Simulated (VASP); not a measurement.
V (bcc) relaxed at rising pressure, in one space group throughout; other phases were not tried. The pressures are those reached. All values below come from LDA (Ceperley-Alder, Perdew-Zunger), VASP's LDA PAW potentials (set 64) (plane waves; VASP).

| P (GPa) | V (Å³/atom) | k-mesh |
|---|---|---|
| -0.03 | 12.550 | 17×17×17 |
| 4.86 | 12.273 | 17×17×17 |
| 9.90 | 12.015 | 18×18×18 |
| 20.11 | 11.566 | 18×18×18 |
| 30.02 | 11.193 | 18×18×18 |

A change of mesh leaves a small step in the series.

Problem. Fit an equation of state and predict the volume at 44.82 GPa.

Solution. Least squares on the third-order Birch-Murnaghan form, P = (3B0/2)(y⁷ − y⁵)[1 + (3/4)(B′ − 4)(y² − 1)] with y = (V0/V)^(1/3), gives V0 = 12.548 Å³/atom, B0 = 210 GPa and B′ = 3.9, and so 10.726 Å³/atom. The run gave 10.713 Å³/atom, -0.1 % from the fit.

Pressures at which the relaxation failed are left out.

The compound is V in the bcc structure. The run is not spin-polarised, so no magnetic state was tried.
